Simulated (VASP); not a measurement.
# Be2CdS3 (P1) in VASP: relaxation of cell and atoms with PBE

Aim: the relaxation of cell and atoms of Be2CdS3 with PBE.

All numbers are computed with VASP 6.6.1; they aren't measurements. Logs are shortened: lines on timing, memory, paths and dates and some standing lists are left out, and cuts for length are marked.

### Step 1. The structure

The typed cell holds 12 atoms: a = 6.202 Å, b = 6.365 Å, c = 6.226 Å, α = 99.52°, β = 97.51°, γ = 120.62°.

The cell was built by a generator and needn't be a form met in nature.

### Step 2. Relaxation of cell and atoms, PBE

Contents of INCAR:

```
PREC = Normal
ENCUT = 520
EDIFF = 1E-5
ISMEAR = 0
SIGMA = 0.05
LREAL = Auto
LASPH = T
NELM = 80
ALGO = Fast
ISIF = 3
LWAVE = F
LCHARG = F
GGA = PE
IBRION = 2
NSW = 110
EDIFFG = -0.03
ISYM = 0
```

Contents of KPOINTS:

```
regular mesh
0
Gamma
  3 3 3
```

Contents of POSCAR:

```
Be2CdS3
1.0
    3.0303030900     -5.4111790100      0.0446283600
    3.1948997000      5.5051339800     -0.0306665500
   -1.8757376100     -0.0688958900      5.9365770800
Be Cd S
4 2 6
Direct
    0.4352368600      0.5884972900      0.4890599800
    0.5890624400      0.3980393200      0.9732855800
    0.2627176700      0.7223461300      0.0351242500
    0.7432188100      0.2859899900      0.5095584700
    0.9081901800      0.1028130500      0.0008845700
    0.0881885200      0.9370476300      0.5181500600
    0.7210665900      0.9434100900      0.5863147100
    0.3458156500      0.5498073100      0.1351808900
    0.5599965500      0.3481663800      0.6664850600
    0.9578606800      0.7709049600      0.0671369300
    0.1570341600      0.6013070700      0.6291649400
    0.5709296200      0.1240516700      0.1352127100
```

Potentials or basis: VASP PAW PBE potentials, release 64 (Be, Cd, S).

Run with:

```sh
cat potpaw_PBE.64/Be/POTCAR potpaw_PBE.64/Cd/POTCAR potpaw_PBE.64/S/POTCAR > POTCAR
mpirun -np 1 vasp_std > vasp.out
```

OUTCAR:

```text
PREC = Normal
   ENCUT = 520
   EDIFF = 1E-5
   ISMEAR = 0
   LREAL = Auto
   LASPH = T
   NELM = 80
   ISIF = 3
   GGA = PE
   IBRION = 2
   NSW = 110
   EDIFFG = -0.03
   ISYM = 0

 ion  position               nearest neighbor table
   1  0.435  0.588  0.489-   7 1.95  11 2.06   8 2.14   9 2.39
   2  0.589  0.398  0.973-   9 1.85  12 2.12  10 2.21   8 2.41
   3  0.263  0.722  0.035-   8 1.61  10 2.09  12 2.18  11 2.41
   4  0.743  0.286  0.510-   9 1.74  11 2.22   7 2.25  12 2.25
   5  0.908  0.103  0.001-  10 2.38  12 2.41   7 2.49   8 2.63   6 3.52   6 3.76
   6  0.088  0.937  0.518-   7 2.39  11 2.56   9 2.64  10 2.69   5 3.52   5 3.76
   7  0.721  0.943  0.586-   1 1.95   4 2.25   6 2.39   5 2.49
   8  0.346  0.550  0.135-   3 1.61   1 2.14   2 2.41   5 2.63
   9  0.560  0.348  0.666-   4 1.74   2 1.85   1 2.39   6 2.64
  10  0.958  0.771  0.067-   3 2.09   2 2.21   5 2.38   6 2.69
  11  0.157  0.601  0.629-   1 2.06   4 2.22   3 2.41   6 2.56
  12  0.571  0.124  0.135-   2 2.12   3 2.18   4 2.25   5 2.41

IMPORTANT INFORMATION: All symmetrisations will be switched off!
NOSYMM: (Re-)initialisation of all symmetry stuff for point group C_1.

----------------------------------------------------------------------------------------

                                     Primitive cell

  volume of cell :     201.8012

  direct lattice vectors                    reciprocal lattice vectors
     3.030303090 -5.411179010  0.044628360     0.161939239 -0.093702327  0.050079332
     3.194899700  5.505133980 -0.030666550     0.159170510  0.089560098  0.051331336
    -1.875737610 -0.068895890  5.936577080    -0.000395156  0.001167050  0.168335925

  length of vectors
     6.202063107  6.365125660  6.226241696     0.193681137  0.189713386  0.168340435

  position of ions in fractional coordinates (direct lattice)
     0.435236860  0.588497290  0.489059980
     0.589062440  0.398039320  0.973285580
     0.262717670  0.722346130  0.035124250
     0.743218810  0.285989990  0.509558470
     0.908190180  0.102813050  0.000884570
     0.088188520  0.937047630  0.518150060
     0.721066590  0.943410090  0.586314710
     0.345815650  0.549807310  0.135180890
     0.559996550  0.348166380  0.666485060
     0.957860680  0.770904960  0.067136930
     0.157034160  0.601307070  0.629164940
     0.570929620  0.124051670  0.135212710

  ion indices of the primitive-cell ions
   primitive index   ion index
                 1           1
                 2           2
                 3           3
                 4           4
                 5           5
                 6           6
                 7           7
                 8           8
                 9           9
                10          10
                11          11
                12          12

----------------------------------------------------------------------------------------

 KPOINTS: regular mesh

Automatic generation of k-mesh.
 Grid dimensions read from file:
 generate k-points for:    3    3    3

 Generating k-lattice:

  Cartesian coordinates                     Fractional coordinates (reciprocal lattice)
     0.053979746 -0.031234109  0.016693111     0.333333333  0.000000000 -0.000000000
     0.053056837  0.029853366  0.017110445    -0.000000000  0.333333333 -0.000000000
    -0.000131719  0.000389017  0.056111975     0.000000000  0.000000000  0.333333333

  Length of vectors
     0.064560379  0.063237795  0.056113478

  Shift w.r.t. Gamma in fractional coordinates (k-lattice)
     0.000000000  0.000000000  0.000000000

 Subroutine IBZKPT returns following result:
 ===========================================

 Found     14 irreducible k-points:

 Following reciprocal coordinates:
            Coordinates               Weight
  0.000000  0.000000  0.000000      1.000000
  0.333333  0.000000 -0.000000      2.000000
 -0.000000  0.333333  0.000000      2.000000
  0.333333  0.333333  0.000000      2.000000
 -0.333333  0.333333  0.000000      2.000000
 -0.000000 -0.000000  0.333333      2.000000
  0.333333  0.000000  0.333333      2.000000
 -0.333333 -0.000000  0.333333      2.000000
 -0.000000  0.333333  0.333333      2.000000
  0.333333  0.333333  0.333333      2.000000
 -0.333333  0.333333  0.333333      2.000000
  0.000000 -0.333333  0.333333      2.000000
  0.333333 -0.333333  0.333333      2.000000
 -0.333333 -0.333333  0.333333      2.000000
   k-points           NKPTS =     14   k-points in BZ     NKDIM =     14   number of bands    NBANDS=     41
   number of dos      NEDOS =    301   number of ions     NIONS =     12
   total plane-waves  NPLWV =  46656
   dimension x,y,z NGX =    36 NGY =   36 NGZ =   36
   dimension x,y,z NGXF=    72 NGYF=   72 NGZF=   72
   ions per type =               4   2   6
   NGX,Y,Z   is equivalent  to a cutoff of   9.65,  9.40,  9.61 a.u.
   NGXF,Y,Z  is equivalent  to a cutoff of  19.30, 18.81, 19.22 a.u.
 SYSTEM =  unknown system
   PREC   = normal    normal or accurate (medium, high low for compatibility)
   ISTART =      0    job   : 0-new  1-cont  2-samecut
   ICHARG =      2    charge: 1-file 2-atom 10-const
   ISPIN  =      1    spin polarized calculation?
   LNONCOLLINEAR =      F non collinear calculations
   LSORBIT =      F    spin-orbit coupling
   LASPH  =      T    aspherical Exc in radial PAW
   ENCUT  =  520.0 eV  38.22 Ry    6.18 a.u.  11.53 11.83 11.58*2*pi/ulx,y,z
   NELM   =     80;   NELMIN=  2; NELMDL= -5     # of ELM steps
   EDIFF  = 0.1E-04   stopping-criterion for ELM
   LREAL  =      T    real-space projection
   EDIFFG = -.3E-01   stopping-criterion for IOM
   NSW    =    110    number of steps for IOM
   IBRION =      2    ionic relax: 0-MD 1-quasi-New 2-CG
   NFREE  =      1    steps in history (QN), initial steepest desc. (CG)
   ISIF   =      3    stress and relaxation
   ISYM   =      0    0-nonsym 1-usesym 2-fastsym
   POTIM  = 0.5000    time-step for ionic-motion
   TEBEG  =    0.0;   TEEND  =   0.0 temperature during run
   PSTRESS=    0.0 pullay stress
   NELECT =      68.0000    total number of electrons
   NUPDOWN=      -1.0000    fix difference up-down
   EMIN   =  10.00;   EMAX   =-10.00  energy-range for DOS
   EFERMI =   0.00;   METHOD = LEGACY
   ISMEAR =     0;   SIGMA  =   0.05  broadening in eV -4-tet -1-fermi 0-gaus
   EFERMI_NEDOS =   21; number of points for ismear=-14 and -15
   IALGO  =     68    algorithm
   IMIX   =      4    mixing-type and parameters
     AMIX     =   0.40;   BMIX     =  1.00
     AMIX_MAG =   1.60;   BMIX_MAG =  1.00
  volume/ion in A,a.u.               =      16.82       113.49
  Fermi-wavevector in a.u.,A,eV,Ry     =   1.139208  2.152792 17.657585  1.297796
  Thomas-Fermi vector in A             =   2.275912
   LORBIT       =      0    0 simple, 1 ext, 2 COOP (PROOUT), +10 PAW based schemes
   GGA     = PE    functional components
   LHFCALC =     F    Hartree Fock is set to
   AEXX    =    0.0000 exact exchange contribution
   IVDW    =     0    specifies the selected vdW correction
   LEPSILON=     F    determine dielectric tensor
   LRPA    =     F    only Hartree local field effects (RPA)
 conjugate gradient relaxation of ions
 non-spin polarized calculation
 RMM-DIIS sequential band-by-band and
 Gauss-broadening in eV      SIGMA  =   0.05
  energy-cutoff  :      520.00
  volume of cell :      201.80
 maximum number of plane-waves:      5450
   NGX = 23   NGY = 23   NGZ = 23

--------------------------------------- Ionic step        1  -------------------------------------------

 number of electron      68.0000025 magnetization

 Free energy of the ion-electron system (eV)
  ---------------------------------------------------
  ext. energy  EPLUGINS =         0.00000000
  ---------------------------------------------------
  free energy    TOTEN  =       -47.30754570 eV

  energy without entropy =      -47.30754570  energy(sigma->0) =      -47.30754570

 E-fermi :   3.9282     XC(G=0):  -9.7798

 val. band max:        3.6814341794   @ k =   0.0000   0.0000   0.0000
 cond. band min:       6.2448123166   @ k =   0.0000   0.0000   0.0000
 fundamental gap:      2.5633781372
 Fermi energy:         3.9281555400

 k-point     1 :       0.0000    0.0000    0.0000
  band No.  band energies     occupation
      1     -10.2946      2.00000
      2      -9.3141      2.00000
      3      -8.8375      2.00000
      4      -8.5706      2.00000
      5      -8.2720      2.00000
      6      -8.0245      2.00000
[... 736 lines left out ...]
  FREE ENERGIE OF THE ION-ELECTRON SYSTEM (eV)
  ---------------------------------------------------
  free  energy   TOTEN  =       -50.7701918376 eV

  energy  without entropy=      -50.7701918376  energy(sigma->0) =      -50.77019184

[... ionic steps 4 to 18 ...]

--------------------------------------- Ionic step       19  -------------------------------------------

 number of electron      68.0000005 magnetization

------------------------ aborting loop because EDIFF is reached ----------------------------------------

  FORCE on cell =-STRESS in cart. coord.  units (eV):
  Direction    XX          YY          ZZ          XY          YZ          ZX
  --------------------------------------------------------------------------------------
  -------------------------------------------------------------------------------------
  Total       -0.0688517     -0.0566439     -0.0519645     -0.0151542      0.0059560     -0.0288308
  in kB       -0.5201477     -0.4279230     -0.3925719     -0.1144842      0.0449949     -0.2178057
  external PRESSURE =      -0.4468809 kB  Pullay stress =       0.0000000 kB
[... 77 lines left out ...]
  energy  without entropy=      -51.6084488242  energy(sigma->0) =      -51.60844882

--------------------------------------- Ionic step       21  -------------------------------------------

 number of electron      68.0000006 magnetization

 Free energy of the ion-electron system (eV)
  ---------------------------------------------------
  ext. energy  EPLUGINS =         0.00000000
  ---------------------------------------------------
  free energy    TOTEN  =       -51.60885419 eV

  energy without entropy =      -51.60885419  energy(sigma->0) =      -51.60885419

 E-fermi :   3.1342     XC(G=0):  -9.5732

 val. band max:        2.9176766224   @ k =   0.0000   0.0000   0.0000
 cond. band min:       5.9312581551   @ k =   0.0000   0.0000   0.0000
 fundamental gap:      3.0135815327
 Fermi energy:         3.1342089254

 k-point     1 :       0.0000    0.0000    0.0000
  band No.  band energies     occupation
      1     -10.1955      2.00000
      2      -9.1000      2.00000
      3      -8.8569      2.00000
      4      -8.7692      2.00000
      5      -8.7335      2.00000
      6      -8.6342      2.00000
[... 644 lines left out ...]
  FREE ENERGIE OF THE ION-ELECTRON SYSTEM (eV)
  ---------------------------------------------------
  free  energy   TOTEN  =       -51.6088541950 eV

  energy  without entropy=      -51.6088541950  energy(sigma->0) =      -51.60885419

 reached required accuracy - stopping structural energy minimisation
```

Run time: 9.6 min. Hardware: 1 thread of Intel Xeon Platinum 8488C (Sapphire Rapids), shared host; peak memory 0.26 GiB.

What came out:

* Free energy: -51.6089 eV
* Relaxed volume: 17.67 Å³/atom
* Relaxed cell: a = 6.415 Å, b = 6.419 Å, c = 6.284 Å, α = 98.73°, β = 98.71°, γ = 120.58°
* Space group after relaxing (to 0.05 Å): Cc (No. 9)
* Energy gained by relaxing: 358.4 meV/atom
* Ionic steps: 21
* Pressure after relaxing: -0.1 GPa
* Largest force after relaxing: 0.020 eV/Å
* Band gap on the k mesh: 3.01 eV, direct

Forces on the atoms (eV/Å):
```
Be  -0.004  0.002 -0.005
Be   0.001 -0.015 -0.008
Be  -0.004 -0.007 -0.006
Be   0.004  0.000  0.000
Cd  -0.001  0.000  0.008
Cd  -0.004  0.008  0.004
S   -0.008  0.018  0.005
S    0.004 -0.007  0.007
S    0.009 -0.001  0.002
S   -0.010  0.002  0.005
S    0.003  0.002 -0.006
S    0.008 -0.003 -0.008
```

The path:
```csv
step,energy change (eV),largest force (eV/Å),pressure (GPa),volume (Å³)
1,0.0000,11.1762,10.80,201.80
2,-2.8813,1.2685,-5.21,236.48
3,-3.4626,1.9784,-1.64,219.13
4,-3.4638,1.8383,-2.01,220.56
5,-3.4652,1.9058,-1.86,219.90
6,-3.9914,0.8509,-0.93,215.18
7,-4.1201,0.7607,0.35,211.53
8,-4.2149,0.3757,0.06,212.07
9,-4.2393,0.3921,-0.07,212.49
10,-4.2724,0.2224,-0.08,212.37
11,-4.2801,0.2050,-0.08,212.29
12,-4.2922,0.1189,0.04,211.90
13,-4.2950,0.1108,0.12,211.64
14,-4.2951,0.1136,0.14,211.60
15,-4.2991,0.0602,-0.06,212.15
16,-4.2993,0.0589,-0.14,212.31
17,-4.3005,0.0388,0.10,211.69
18,-4.3005,0.0365,0.11,211.71
19,-4.3009,0.0400,-0.04,212.08
20,-4.3009,0.0390,-0.03,212.11
21,-4.3013,0.0203,-0.06,212.10
```

Final structure:
```
CELL_PARAMETERS angstrom
3.17995 -5.57091 0.00187
3.18072 5.57573 0.00232
-1.92633 -0.00147 5.98179
ATOMIC_POSITIONS crystal
Be 0.42779 0.59815 0.49952
Be 0.59489 0.43060 0.99978
Be 0.26230 0.74741 0.99748
Be 0.74435 0.26489 0.49743
Cd 0.92275 0.10293 0.00857
Cd 0.10148 0.92598 0.50887
S 0.74543 0.96550 0.59115
S 0.34807 0.51008 0.13996
S 0.50761 0.35155 0.64022
S 0.96277 0.74772 0.09153
S 0.13683 0.58790 0.63550
S 0.58506 0.13965 0.13553
```

Caveat: an odd mesh through Γ misses points on the zone boundary, where band edges often lie.
